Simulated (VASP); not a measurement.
Data:

```
CELL_PARAMETERS angstrom
      0.00000     2.08449     2.08449
      2.08449     0.00000     2.08449
      8.30515     8.30515     0.03281
ATOMIC_POSITIONS crystal
  V  0.98566 0.98566 0.01075
  V  0.00000 0.00000 0.25000
  V  0.01434 0.01434 0.48925
  N  0.49104 0.49104 0.13172
  N  0.50896 0.50896 0.36828
  N  0.52095 0.52095 0.60928
  N  0.47905 0.47905 0.89072
  Sc 0.00000 0.00000 0.75000
```

Level of theory: PBEsol GGA, VASP's PBE PAW potentials (set 64) (plane waves; VASP). Numerical set-up: 520 eV cut-off, 14×14×4 Γ-centred mesh, tetrahedra with Blöchl corrections, potentials V_sv N Sc_sv.

The cores are frozen, which limits the accuracy of field gradients.

Task: Give the principal components of the electric field gradient (V/Å²) and the asymmetry η at each nucleus.

Result: 
```json
[
 {"atom": "V1", "Vxx": "6.8", "Vyy": "6.8", "Vzz": "-13.5", "η": "0.00"},
 {"atom": "V2", "Vxx": "-4.4", "Vyy": "-4.4", "Vzz": "8.7", "η": "0.00"},
 {"atom": "V3", "Vxx": "6.8", "Vyy": "6.8", "Vzz": "-13.5", "η": "0.00"},
 {"atom": "N4", "Vxx": "0.3", "Vyy": "0.3", "Vzz": "-0.6", "η": "0.00"},
 {"atom": "N5", "Vxx": "0.3", "Vyy": "0.3", "Vzz": "-0.6", "η": "0.00"},
 {"atom": "N6", "Vxx": "2.1", "Vyy": "2.1", "Vzz": "-4.2", "η": "0.00"},
 {"atom": "N7", "Vxx": "2.1", "Vyy": "2.1", "Vzz": "-4.2", "η": "0.00"},
 {"atom": "Sc8", "Vxx": "2.6", "Vyy": "2.6", "Vzz": "-5.3", "η": "0.00"}
]
```

The structure was generated: ScV3N4 was put into an ordered model structure (R-3m), which need not be its known phase. It was relaxed first. The run is not spin-polarised, so no magnetic state was tried.
